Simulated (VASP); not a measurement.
TiN:

```
Ti N
1.0
     0.00000    2.12062    2.12062
     2.12062    0.00000    2.12062
     2.12062    2.12062    0.00000
Ti N
1 1
Cartesian
  0.0000 0.0000 0.0000
  2.1206 2.1206 2.1206
```

The cell is a database's computed one.

| Quantity | Value |
| --- | --- |
| Program | VASP 6.6.1 |
| Task | relaxation of cell and atoms |
| Functional | PBEsol |
| Potentials or basis | VASP PAW PBE potentials, release 64 (Ti_sv, N) |
| Cutoff | 600 eV |
| k mesh | 6 × 6 × 6 |
| Occupations | gaussian, width 0.1 eV |
| Spin | no spin polarisation |

At the start: pressure -7.3 GPa; volume 9.54 Å³/atom.

**Question.** How do energy, volume and symmetry change on relaxing?

**Answer.** Over 4 steps the energy falls by 5.6 meV/atom and the volume is 9.29 Å³/atom (-2.6 %); space group Fm-3m (No. 225, to 0.05 Å).

Step by step:
```
step  energy change (eV)  largest force (eV/Å)  pressure (GPa)  volume (Å³)
   1              0.0000                0.0000           -7.29        19.07
   2              0.0142                0.0000           12.23        17.90
   3             -0.0113                0.0000           -0.10        18.59
   4             -0.0113                0.0000            0.07        18.58
```

Final structure:
```
CELL_PARAMETERS angstrom
0.00000 2.10235 2.10235
2.10235 0.00000 2.10235
2.10235 2.10235 0.00000
ATOMIC_POSITIONS crystal
Ti 0.00000 0.00000 0.00000
N 0.50000 0.50000 0.50000
```

Caveat: the k mesh is coarse (spacing up to 0.43 Å⁻¹), so the values aren't converged; the PAW data sets were made with another functional, which shifts forces and pressure a little.
